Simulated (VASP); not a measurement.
Here is the system:

```yaml
crystal:
  lattice:
    - [0.00000, 2.32365, 2.32365]
    - [2.32365, 0.00000, 2.32365]
    - [2.32365, 2.32365, 0.00000]
  atoms:
    - { symbol: Hf, position: [0.00000, 0.00000, 0.00000] }
    - { symbol: C, position: [0.50000, 0.50000, 0.50000] }
```

All values below come from PBE GGA, VASP's PBE PAW potentials (set 64) (plane waves; VASP). Run with 620 eV cut-off, 14×14×14 Γ-centred mesh, first-order Methfessel-Paxton smearing of 0.10 eV, potentials Hf_pv C.

Unless said otherwise, spin-orbit coupling is left out, though it shifts the bands of the heavy elements here.

Problem. What does the run give for the energy per atom (σ→0), band gap (on the k-mesh) with the smallest direct gap where there is one?

Solution. 
```json
{
 "band gap (on the k-mesh)": "none (metal, semimetal or under 0.01 eV)",
 "energy per atom (σ→0)": "-10.523 eV/atom"
}
```

The compound is HfC in the rock salt structure. It was relaxed first.
